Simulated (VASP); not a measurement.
These are vdW-DF2, VASP's PBE PAW potentials (set 64) (plane waves; VASP 6.6.1) values and carry that method's errors.

A VASP calculation is set up with these files.

File KPOINTS:
```
Regular mesh
0
G
 6 6 6
```

### POSCAR
```
BaTiO3
1.0
  4.0144398404   0.0000000000   0.0000000000
  0.0000000000   4.0144398404   0.0000000000
  0.0000000000   0.0000000000   4.0144398404
Ba Ti O
1 1 3
direct
  0.0000000000   0.0000000000   0.0000000000
  0.5000000000   0.5000000000   0.5000000000
  0.5000000000   0.0000000000   0.5000000000
  0.0000000000   0.5000000000   0.5000000000
  0.5000000000   0.5000000000   0.0000000000
```

INCAR:
```
AGGAC = 0.0
ALGO = Normal
EDIFF = 1E-7
ENCUT = 520
GGA = ML
ISIF = 2
ISMEAR = 0
LASPH = .TRUE.
LCHARG = .FALSE.
LMAXMIX = 4
LREAL = .FALSE.
LUSE_VDW = .TRUE.
LWAVE = .FALSE.
NELM = 100
PREC = Accurate
SIGMA = 0.05
SYSTEM = BaTiO3
ZAB_VDW = -1.8867
```

POTCAR, in this order: Ba_sv Ti_sv O (PBE.64 set). Program: vasp_std.

Unless said otherwise, spin-orbit coupling is left out, though it shifts the bands of the heavy elements here.

Task: What does the run give for the energy per atom (σ→0), pressure, band gap (on the k-mesh)?

Result: 
* **energy per atom (σ→0)**: -581.3 kJ/mol-atom
* **band gap (on the k-mesh)**: 1.76 eV
* **pressure**: 10.73 GPa

**OSZICAR**
```
...
DAV:  11    -0.301223088958E+02    0.35772E-02   -0.40407E-02  1128   0.127E+00    0.286E-01
DAV:  12    -0.301219663444E+02    0.34255E-03   -0.11528E-02  1288   0.916E-01    0.164E-01
DAV:  13    -0.301215052540E+02    0.46109E-03   -0.13697E-03  1152   0.372E-01    0.491E-02
DAV:  14    -0.301214752893E+02    0.29965E-04   -0.27840E-04  1432   0.137E-01    0.121E-02
DAV:  15    -0.301214751166E+02    0.17272E-06   -0.25464E-05  1200   0.489E-02    0.756E-03
DAV:  16    -0.301214744859E+02    0.63070E-06   -0.40895E-06  1168   0.201E-02    0.181E-03
DAV:  17    -0.301214744902E+02   -0.43910E-08   -0.41030E-07  1064   0.472E-03
   1 F= -.30121474E+02 E0= -.30121474E+02  d E =-.958197E-28
```

The compound is BaTiO3 in the cubic perovskite structure, the ideal cubic form; the compound distorts at low or room temperature. This cell is one point of a volume scan, at 0.94 of the reference volume.
